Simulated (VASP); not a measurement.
# Mg6CoMo (Amm2) in VASP: reference runs

Reference runs on Mg6CoMo: the cell as given and a disturbed copy.

All numbers are computed with VASP 6.6.1; they aren't measurements. Logs are shortened: lines on timing, memory, paths and dates and some standing lists are left out, and cuts for length are marked.

### 1 The crystal as given

It takes space group Amm2 (No. 38, orthorhombic). Conventional cell: a = 4.659 Å, b = 5.843 Å, c = 10.952 Å, α = 90.00°, β = 90.00°, γ = 90.00°. Around Mo (site symmetry mm2) lie 2 Co at 2.59 Å and 8 Mg at 2.88 to 2.97 Å. Around Co (site symmetry mm2) lie 2 Mo at 2.59 Å and 4 Mg at 2.74 to 2.94 Å. Mg (site symmetry mm2) has 10 Mg at 2.88 to 3.14 Å and 2 Mo at 2.93 Å as nearest neighbours. Mg (site symmetry m) has 8 Mg at 2.84 to 3.14 Å and 1 Mo at 2.88 Å and 2 Co at 3.05 Å as nearest neighbours. Around Mg (site symmetry mm2) lie 10 Mg at 2.88 to 3.14 Å and 2 Co at 2.94 Å. Around Mg (site symmetry m) lie 1 Co at 2.74 Å and 8 Mg at 2.78 to 3.14 Å and 2 Mo at 2.97 Å.

The cell comes from a database or a generator and needn't be the stable form of this composition.

### 2 Single point, PBE, collinear spin, ferromagnetic start

INCAR

```
ALGO = Normal ; EDIFF = 1E-7
ENCUT = 520 ; GGA = PE
ISIF = 2 ; ISMEAR = -1
ISPIN = 2 ; LASPH = T
LCHARG = T ; LELF = T
LMAXMIX = 4 ; LORBIT = 11
LREAL = F ; LVHAR = T
LWAVE = F ; MAGMOM = 1 2 0 0 0 0 0 0
NBANDS = 32 ; NELM = 120
PREC = Accurate ; SIGMA = 0.05
```

KPOINTS

```
k-points
0
Gamma
  6 5 5
```

POSCAR

```
Mg6CoMo
1.0
    4.6591150000      0.0000000000      0.0000000000
    0.0000000000      2.9213735000      5.4760140000
    0.0000000000     -2.9213735000      5.4760140000
Mo Co Mg
1 1 6
Direct
    0.5000000000      0.6941580000      0.6941580000
    0.0000000000      0.7978580000      0.7978580000
    0.5000000000      0.1711500000      0.1711500000
    0.5000000000      0.6796330000      0.1657650000
    0.5000000000      0.1657650000      0.6796330000
    0.0000000000      0.3259050000      0.3259050000
    0.0000000000      0.8206660000      0.3448660000
    0.0000000000      0.3448660000      0.8206660000
```

Potentials or basis: VASP PAW PBE potentials, release 64 (Mo_sv, Co, Mg).

Started as:

```
$ cat potpaw_PBE.64/Mo_sv/POTCAR potpaw_PBE.64/Co/POTCAR potpaw_PBE.64/Mg/POTCAR > POTCAR
$ mpirun -np 1 vasp_std > vasp.out
```

OUTCAR:

```text
EDIFF = 1E-7
   ENCUT = 520
   GGA = PE
   ISIF = 2
   ISMEAR = -1
   ISPIN = 2
   LASPH = T
   LORBIT = 11
   LREAL = F
   NELM = 120
   PREC = Accurate

 ion  position               nearest neighbor table
   1  0.500  0.694  0.694-   2 2.59   2 2.59   5 2.88   4 2.88   3 2.93   3 2.93   8 2.97   7 2.97
                             7 2.97   8 2.97   5 3.33   4 3.33
   2  0.000  0.798  0.798-   1 2.59   1 2.59   8 2.74   7 2.74   6 2.94   6 2.94   5 3.05   4 3.05
                             4 3.05   5 3.05
   3  0.500  0.171  0.171-   6 2.88   6 2.88   1 2.93   1 2.93   8 2.95   7 2.95   7 2.95   8 2.95
                             4 3.07   5 3.07   4 3.14   5 3.14
   4  0.500  0.680  0.166-   5 2.84   1 2.88   7 2.92   7 2.92   6 2.97   6 2.97   5 3.00   2 3.05
                             2 3.05   3 3.07   3 3.14   1 3.33
   5  0.500  0.166  0.680-   4 2.84   1 2.88   8 2.92   8 2.92   6 2.97   6 2.97   4 3.00   2 3.05
                             2 3.05   3 3.07   3 3.14   1 3.33
   6  0.000  0.326  0.326-   3 2.88   3 2.88   2 2.94   2 2.94   5 2.97   4 2.97   4 2.97   5 2.97
                             7 3.07   8 3.07   8 3.14   7 3.14
   7  0.000  0.821  0.345-   2 2.74   8 2.78   4 2.92   4 2.92   3 2.95   3 2.95   1 2.97   1 2.97
                             8 3.06   6 3.07   6 3.14
   8  0.000  0.345  0.821-   2 2.74   7 2.78   5 2.92   5 2.92   3 2.95   3 2.95   1 2.97   1 2.97
                             7 3.06   6 3.07   6 3.14

  LATTYP: Found a base centered orthorhombic cell.
 ALAT       =     5.8427470000
 B/A-ratio  =     1.8744655553
 C/A-ratio  =     0.7974185773

  Lattice vectors:

 A1 = (   0.0000000000,   2.9213735000,  -5.4760140000)
 A2 = (   0.0000000000,   2.9213735000,   5.4760140000)
 A3 = (   4.6591150000,   0.0000000000,   0.0000000000)

Analysis of symmetry for initial positions (statically):
=====================================================================
 Subroutine PRICEL returns:
 Original cell was already a primitive cell.

 Routine SETGRP: Setting up the symmetry group for a
 base centered orthorhombic supercell.

 Subroutine GETGRP returns: Found  4 space group operations
 (whereof  4 operations were pure point group operations)
 out of a pool of  8 trial point group operations.

The static configuration has the point symmetry C_2v.

Analysis of symmetry for dynamics (positions and initial velocities):
=====================================================================
 Subroutine PRICEL returns:
 Original cell was already a primitive cell.

 Routine SETGRP: Setting up the symmetry group for a
 base centered orthorhombic supercell.

 Subroutine GETGRP returns: Found  4 space group operations
 (whereof  4 operations were pure point group operations)
 out of a pool of  8 trial point group operations.

The dynamic configuration has the point symmetry C_2v.

Analysis of structural, dynamic, and magnetic symmetry:
=====================================================================
 Subroutine PRICEL returns:
 Original cell was already a primitive cell.

 Routine SETGRP: Setting up the symmetry group for a
 base centered orthorhombic supercell.

 Subroutine GETGRP returns: Found  4 space group operations
 (whereof  4 operations were pure point group operations)
 out of a pool of  8 trial point group operations.

The overall configuration has the point symmetry C_2v.

 Subroutine INISYM returns: Found  4 space group operations
 (whereof  4 operations are pure point group operations),
 and found     1 'primitive' translations

----------------------------------------------------------------------------------------

                                     Primitive cell

  volume of cell :     149.0682

  direct lattice vectors                    reciprocal lattice vectors
     4.659115000  0.000000000  0.000000000     0.214633037  0.000000000  0.000000000
     0.000000000  2.921373500  5.476014000     0.000000000  0.171152371  0.091307290
     0.000000000 -2.921373500  5.476014000     0.000000000 -0.171152371  0.091307290

  length of vectors
     4.659115000  6.206541102  6.206541102     0.214633037  0.193984936  0.193984936

  position of ions in fractional coordinates (direct lattice)
     0.500000000  0.694158000  0.694158000
     0.000000000  0.797858000  0.797858000
     0.500000000  0.171150000  0.171150000
     0.500000000  0.679633000  0.165765000
     0.500000000  0.165765000  0.679633000
     0.000000000  0.325905000  0.325905000
     0.000000000  0.820666000  0.344866000
     0.000000000  0.344866000  0.820666000

  ion indices of the primitive-cell ions
   primitive index   ion index
                 1           1
                 2           2
                 3           3
                 4           4
                 5           5
                 6           6
                 7           7
                 8           8

----------------------------------------------------------------------------------------

 KPOINTS: k-points

Automatic generation of k-mesh.
 Grid dimensions read from file:
 generate k-points for:    6    5    5

 Generating k-lattice:

  Cartesian coordinates                     Fractional coordinates (reciprocal lattice)
     0.035772173  0.000000000  0.000000000     0.166666667  0.000000000  0.000000000
     0.000000000  0.034230474  0.018261458     0.000000000  0.200000000  0.000000000
     0.000000000 -0.034230474  0.018261458     0.000000000  0.000000000  0.200000000

  Length of vectors
     0.035772173  0.038796987  0.038796987

  Shift w.r.t. Gamma in fractional coordinates (k-lattice)
     0.000000000  0.000000000  0.000000000

 Subroutine IBZKPT returns following result:
 ===========================================

 Found     36 irreducible k-points:

 Following reciprocal coordinates:
            Coordinates               Weight
  0.000000  0.000000  0.000000      1.000000
  0.166667  0.000000  0.000000      2.000000
  0.333333  0.000000  0.000000      2.000000
  0.500000  0.000000  0.000000      1.000000
  0.000000  0.200000 -0.000000      4.000000
  0.166667  0.200000 -0.000000      8.000000
[... 16 lines left out ...]
  0.333333 -0.400000  0.200000      8.000000
  0.500000 -0.400000  0.200000      4.000000
 [... further k-points ...]
   k-points           NKPTS =     36   k-points in BZ     NKDIM =     36   number of bands    NBANDS=     32
   number of dos      NEDOS =    301   number of ions     NIONS =      8
   total plane-waves  NPLWV =  82944
   dimension x,y,z NGX =    36 NGY =   48 NGZ =   48
   dimension x,y,z NGXF=    72 NGYF=   96 NGZF=   96
   ions per type =               1   1   6
   NGX,Y,Z   is equivalent  to a cutoff of  12.85, 12.86, 12.86 a.u.
   NGXF,Y,Z  is equivalent  to a cutoff of  25.69, 25.71, 25.71 a.u.
 SYSTEM =  unknown system
   PREC   = accura    normal or accurate (medium, high low for compatibility)
   ISTART =      0    job   : 0-new  1-cont  2-samecut
   ICHARG =      2    charge: 1-file 2-atom 10-const
   ISPIN  =      2    spin polarized calculation?
   LNONCOLLINEAR =      F non collinear calculations
   LSORBIT =      F    spin-orbit coupling
   LASPH  =      T    aspherical Exc in radial PAW
   ENCUT  =  520.0 eV  38.22 Ry    6.18 a.u.   8.66 11.54 11.54*2*pi/ulx,y,z
   NELM   =    120;   NELMIN=  2; NELMDL= -5     # of ELM steps
   EDIFF  = 0.1E-06   stopping-criterion for ELM
   LREAL  =      F    real-space projection
   EDIFFG = 0.1E-05   stopping-criterion for IOM
   NSW    =      0    number of steps for IOM
   IBRION =     -1    ionic relax: 0-MD 1-quasi-New 2-CG
   NFREE  =      0    steps in history (QN), initial steepest desc. (CG)
   ISIF   =      2    stress and relaxation
   ISYM   =      2    0-nonsym 1-usesym 2-fastsym
   POTIM  = 0.5000    time-step for ionic-motion
   TEBEG  =    0.0;   TEEND  =   0.0 temperature during run
   PSTRESS=    0.0 pullay stress
   NELECT =      35.0000    total number of electrons
   NUPDOWN=      -1.0000    fix difference up-down
   EMIN   =  10.00;   EMAX   =-10.00  energy-range for DOS
   EFERMI =   0.00;   METHOD = LEGACY
   ISMEAR =    -1;   SIGMA  =   0.05  broadening in eV -4-tet -1-fermi 0-gaus
   EFERMI_NEDOS =   21; number of points for ismear=-14 and -15
   IALGO  =     38    algorithm
   IMIX   =      4    mixing-type and parameters
     AMIX     =   0.40;   BMIX     =  1.00
     AMIX_MAG =   1.60;   BMIX_MAG =  1.00
  volume/ion in A,a.u.               =      18.63       125.75
  Fermi-wavevector in a.u.,A,eV,Ry     =   1.009956  1.908540 13.878096  1.020011
  Thomas-Fermi vector in A             =   2.142916
   LORBIT       =     11    0 simple, 1 ext, 2 COOP (PROOUT), +10 PAW based schemes
   GGA     = PE    functional components
   LHFCALC =     F    Hartree Fock is set to
   AEXX    =    0.0000 exact exchange contribution
   IVDW    =     0    specifies the selected vdW correction
   LEPSILON=     F    determine dielectric tensor
   LRPA    =     F    only Hartree local field effects (RPA)
 spin polarized calculation
  energy-cutoff  :      520.00
  volume of cell :      149.07
 maximum number of plane-waves:      4033
 NGX is ok and might be reduce to    36
   NGX = 17   NGY = 23   NGZ = 23

 number of electron      35.0000001 magnetization       1.0446394

 Free energy of the ion-electron system (eV)
  ---------------------------------------------------
  ext. energy  EPLUGINS =         0.00000000
  ---------------------------------------------------
  free energy    TOTEN  =       -25.03772218 eV

  energy without entropy =      -24.99257412  energy(sigma->0) =      -25.01514815

 E-fermi :   4.4318     XC(G=0):  -9.7091

 val. band max:        4.4312753511   @ k =   0.3333   0.4000   0.0000
 cond. band min:       4.4347229269   @ k =   0.0000   0.4000   0.4000
 fundamental gap:      0.0034475757
 Fermi energy:         4.4317839027

 spin component 1

 k-point     1 :       0.0000    0.0000    0.0000
  band No.  band energies     occupation
      1     -56.2401      1.00000
      2     -30.3760      1.00000
      3     -30.3226      1.00000
      4     -30.2708      1.00000
      5      -2.8611      1.00000
      6       1.3562      1.00000
[... 757 lines left out ...]
     28       9.8606      0.00000
     29      10.5017      0.00000

 [... further k-points ...]

 spin component 2

 k-point     1 :       0.0000    0.0000    0.0000
  band No.  band energies     occupation
      1     -56.1740      1.00000
      2     -30.3189      1.00000
      3     -30.2211      1.00000
      4     -30.2115      1.00000
      5      -2.8496      1.00000
      6       1.4266      1.00000
[... 757 lines left out ...]
     28       9.8962      0.00000
     29      10.5277      0.00000

 [... further k-points ...]

 [bands above 29 left out]

------------------------ aborting loop because EDIFF is reached ----------------------------------------

  FORCE on cell =-STRESS in cart. coord.  units (eV):
  Direction    XX          YY          ZZ          XY          YZ          ZX
  --------------------------------------------------------------------------------------
  -------------------------------------------------------------------------------------
  Total        0.3366359      0.2437186      0.0832038      0.0000000      0.0000000      0.0000000
  in kB        3.6181448      2.6194743      0.8942700      0.0000000      0.0000000      0.0000000
  external PRESSURE =       2.3772964 kB  Pullay stress =       0.0000000 kB

 VOLUME and BASIS-vectors are now :
 -----------------------------------------------------------------------------
  energy-cutoff  :      520.00
  volume of cell :      149.07
      direct lattice vectors                 reciprocal lattice vectors
     4.659115000  0.000000000  0.000000000     0.214633037  0.000000000  0.000000000
     0.000000000  2.921373500  5.476014000     0.000000000  0.171152371  0.091307290
     0.000000000 -2.921373500  5.476014000     0.000000000 -0.171152371  0.091307290

 POSITION                                       TOTAL-FORCE (eV/Angst)
 -----------------------------------------------------------------------------------
      2.32956      0.00000      7.60244         0.000000      0.000000     -0.192159
      0.00000      0.00000      8.73816         0.000000      0.000000      0.185678
      2.32956      0.00000      1.87444         0.000000      0.000000     -0.015610
      2.32956      1.50120      4.62941         0.000000      0.020512      0.007275
      2.32956     -1.50120      4.62941         0.000000     -0.020512      0.007275
      0.00000      0.00000      3.56932         0.000000      0.000000     -0.014844
      0.00000      1.38999      6.38247         0.000000     -0.010388      0.011192
      0.00000     -1.38999      6.38247         0.000000      0.010388      0.011192
 -----------------------------------------------------------------------------------
    total drift:                                0.000000     -0.000000      0.000196

  FREE ENERGIE OF THE ION-ELECTRON SYSTEM (eV)
  ---------------------------------------------------
  free  energy   TOTEN  =       -25.0377221837 eV

  energy  without entropy=      -24.9925741154  energy(sigma->0) =      -25.01514815

 total charge

# of ion       s       p       d       tot
------------------------------------------
    1        2.302   6.090   3.872  12.265
    2        0.435   0.312   7.269   8.016
    3        0.223   0.172   0.018   0.413
    4        0.213   0.156   0.018   0.387
    5        0.213   0.156   0.018   0.387
    6        0.210   0.145   0.018   0.373
    7        0.218   0.161   0.020   0.399
    8        0.218   0.161   0.020   0.399
--------------------------------------------------
tot          4.031   7.355  11.253  22.639

 magnetization (x)

# of ion       s       p       d       tot
------------------------------------------
    1       -0.001  -0.004   0.096   0.091
    2        0.012   0.003   0.940   0.954
    3        0.001   0.005   0.001   0.006
    4       -0.001  -0.002  -0.000  -0.003
    5       -0.001  -0.002  -0.000  -0.003
    6       -0.001  -0.002   0.000  -0.004
    7       -0.000   0.001   0.000   0.001
    8       -0.000   0.001   0.000   0.001
--------------------------------------------------
tot          0.008   0.000   1.036   1.045
```

Wall time 4.9 min (1 thread of Intel Xeon Platinum 8559C (Emerald Rapids), shared host); peak memory 0.53 GiB.

Results:

```
Free energy                                           : -25.0377 eV
Pressure                                              : 0.2 GPa
Largest force                                         : 0.192 eV/Å
Band gap on the k mesh                                : none (metal or under the smearing width)
Net moment                                            : 1.04 μB per cell
Site moments                                          : Mo +0.09; Co +0.95; Mg +0.01, -0.00, +0.00 μB
Valence electrons inside the program's atomic spheres : Mo 12.27; Co 8.02; Mg 0.41, 0.39, 0.37, 0.40
```

Forces on the atoms (eV/Å):
```
Mo   0.000  0.000 -0.192
Co   0.000  0.000  0.186
Mg   0.000  0.000 -0.016
Mg   0.000  0.021  0.007
Mg   0.000 -0.021  0.007
Mg   0.000  0.000 -0.015
Mg   0.000 -0.010  0.011
Mg   0.000  0.010  0.011
```

Stress tensor (GPa, compression positive):
```
0.36 0.00 0.00
0.00 0.26 0.00
0.00 0.00 0.09
```

Levels at points of the mesh, in eV from the Fermi level:
Spin up:
```csv
k point,band 16,band 17,band 18,band 19,band 20,band 21
"(0.00, 0.00, 0.00)",-0.91,-0.87,-0.79,-0.08,-0.03,0.70
"(0.50, 0.00, 0.00)",-1.15,-0.75,-0.34,-0.13,0.52,0.65
```
Spin down:
```
           k point  band 15  band 16  band 17  band 18  band 19  band 20
(0.00, 0.00, 0.00)    -0.81    -0.74    -0.45    -0.21     0.20     0.56
(0.50, 0.00, 0.00)    -0.90    -0.78    -0.35    -0.13    -0.13     0.81
```

### 3 Single point, PBE, collinear spin, ferromagnetic start (atoms moved at random, drawn with an rms of 0.05 Å)

INCAR

```
PREC = Accurate ; ENCUT = 520
EDIFF = 1E-7 ; ISMEAR = -1
SIGMA = 0.05 ; LREAL = F
LASPH = T ; NELM = 120
ALGO = Normal ; ISIF = 2
LWAVE = F ; LCHARG = F
ISPIN = 2 ; MAGMOM = 1 2 0 0 0 0 0 0
LORBIT = 11 ; LMAXMIX = 4
GGA = PE ; NBANDS = 32
```

KPOINTS

```
regular mesh
0
Gamma
  6 5 5
```

POSCAR

```
Mg6CoMo
1.0
    4.6591150000      0.0000000000      0.0000000000
    0.0000000000      2.9213735000      5.4760140000
    0.0000000000     -2.9213735000      5.4760140000
Mo Co Mg
1 1 6
Direct
    0.5084600000      0.6853820000      0.7018510000
    0.0025950000      0.7909140000      0.8048160000
    0.4908530000      0.1669600000      0.1725490000
    0.4919230000      0.6785810000      0.1588290000
    0.4993970000      0.1568150000      0.6814990000
   -0.0007550000      0.3172190000      0.3317530000
   -0.0041150000      0.8303320000      0.3390370000
   -0.0121980000      0.3516560000      0.8092720000
```

Potentials or basis: VASP PAW PBE potentials, release 64 (Mo_sv, Co, Mg).

Started as:

```
$ cat potpaw_PBE.64/Mo_sv/POTCAR potpaw_PBE.64/Co/POTCAR potpaw_PBE.64/Mg/POTCAR > POTCAR
$ mpirun -np 1 vasp_std > vasp.out
```

It took 9.5 min on 1 thread of Intel Xeon Platinum 8559C (Emerald Rapids), shared host; peak memory 0.73 GiB.

The run converged. Its results:

| Property | Result |
| --- | --- |
| Free energy | -24.9847 eV |
| Pressure | 0.5 GPa |
| Largest force | 0.519 eV/Å |
| Band gap on the k mesh | none (metal or under the smearing width) |
| Net moment | 1.09 μB per cell |
| Site moments | Mo +0.11; Co +0.97; Mg +0.01, -0.00, +0.00 μB |
| Valence electrons inside the program's atomic spheres | Mo 12.28; Co 8.02; Mg 0.41, 0.39, 0.37, 0.40 |

Forces on the atoms (eV/Å):
```
Mo  -0.287  0.311 -0.301
Co  -0.035  0.092  0.145
Mg   0.151  0.045 -0.046
Mg   0.112 -0.285  0.191
Mg  -0.092  0.095  0.110
Mg  -0.160  0.160  0.037
Mg   0.000 -0.184 -0.178
Mg   0.311 -0.234  0.043
```

Stress tensor (GPa, compression positive):
```
 0.31  0.17 -0.33
 0.17  0.72  0.48
-0.33  0.48  0.49
```

Levels at points of the mesh, in eV from the Fermi level:
Spin up:
| k point | band 16 | band 17 | band 18 | band 19 | band 20 | band 21 |
| --- | --- | --- | --- | --- | --- | --- |
| (0.00, 0.00, 0.00) | -0.92 | -0.84 | -0.82 | -0.10 | -0.03 | 0.69 |
| (0.50, 0.00, 0.00) | -1.12 | -0.77 | -0.34 | -0.12 | 0.53 | 0.63 |
Spin down:
| k point | band 15 | band 16 | band 17 | band 18 | band 19 | band 20 |
| --- | --- | --- | --- | --- | --- | --- |
| (0.00, 0.00, 0.00) | -0.82 | -0.74 | -0.44 | -0.20 | 0.20 | 0.56 |
| (0.50, 0.00, 0.00) | -0.91 | -0.75 | -0.35 | -0.13 | -0.12 | 0.82 |
